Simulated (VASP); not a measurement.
H12CO8, 21 atoms in the cell. The cell holds a amorphous, 21 atoms: a = 6.266 Å, b = 6.266 Å, c = 6.266 Å, α = 90.00°, β = 90.00°, γ = 90.00°. The cell was built by a generator and needn't be a form met in nature.

```yaml
Program: VASP 6.6.1
Task: single point
Functional: PBE
Dispersion: D3(BJ)
Potentials_or_basis: VASP PAW PBE potentials, release 64 (O, H, C)
Cutoff: 520 eV
k_mesh: 1 × 1 × 1
Occupations: fermi-dirac, width 0.05 eV
Spin: no spin polarisation
Dipole_correction: no
Further_INCAR_settings: LREAL = Auto; ALGO = Normal; EDIFF = 1e-06; NBANDS = 48
```

Potentials or basis: VASP PAW PBE potentials, release 64 (O, H, C).

Launch:

```console
$ cat potpaw_PBE.64/O/POTCAR potpaw_PBE.64/H/POTCAR potpaw_PBE.64/C/POTCAR > POTCAR
$ mpirun -np 1 vasp_gam > vasp.out
```

Hardware: 1 thread of Intel(R) Xeon(R) Platinum 8488C (Sapphire Rapids), with other jobs on the host.

Estimate the wall time of this run.

Run time: 24 s on 1 thread of Intel(R) Xeon(R) Platinum 8488C (Sapphire Rapids) (shared host), peak memory 0.32 GiB. Counts: scf iterations 16, k points 1.
